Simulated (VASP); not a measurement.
## Si3N2: single point with PBE

Si3N2:

```
CELL_PARAMETERS angstrom
-1.36336 1.36336 7.01247
1.36336 -1.36336 7.01247
1.36336 1.36336 -7.01247
ATOMIC_POSITIONS crystal
Si 0.50000 0.50000 0.00000
Si 0.32960 0.32960 0.00000
Si 0.67040 0.67040 0.00000
N 0.19062 0.19062 0.00000
N 0.80938 0.80938 0.00000
```

The cell was built by a generator and needn't be a form met in nature.

* Program: VASP 6.6.1
* Task: single point
* Functional: PBE
* Potentials or basis: VASP PAW PBE potentials, release 64 (Si, N)
* Cutoff: 520 eV
* k mesh: 14 × 14 × 14
* Occupations: fermi-dirac, width 0.05 eV
* Spin: no spin polarisation
* Further INCAR settings: ALGO = Normal; EDIFF = 1e-07; NBANDS = 19

| Item | Value |
| --- | --- |
| Pressure | 0.2 GPa |
| Largest force | 0.041 eV/Å |
| Band gap on the k mesh | none (metal or under the smearing width) |

Forces on the atoms (eV/Å):
```
Si   0.000  0.000  0.000
Si   0.000  0.000 -0.002
Si   0.000  0.000  0.002
N    0.000  0.000 -0.041
N    0.000  0.000  0.041
```

Stress tensor (GPa, compression positive):
```
0.16 0.00 0.00
0.00 0.16 0.00
0.00 0.00 0.31
```

Levels at points of the mesh, in eV from the Fermi level:
```csv
k point,band 7,band 8,band 9,band 10,band 11,band 12,band 13,band 14,band 15,band 16
"(0.00, 0.00, 0.00)",-6.17,-3.84,-3.84,-2.54,0.06,2.67,3.20,5.46,6.48,6.48
"(0.50, 0.00, 0.00)",-5.01,-4.11,-4.11,-3.90,-2.36,1.96,3.33,4.47,5.64,6.14
"(0.50, 0.50, 0.00)",-6.73,-6.56,-4.70,-3.25,-1.96,-1.58,1.14,2.55,3.56,3.58
"(0.50, 0.50, 0.50)",-5.41,-3.83,-3.83,-3.49,1.79,2.91,3.12,4.03,5.89,6.33
```

Wall time 6.8 min on 1 thread of Intel(R) Xeon(R) 6975P-C (Granite Rapids), on a shared host, peak memory 0.51 GiB.
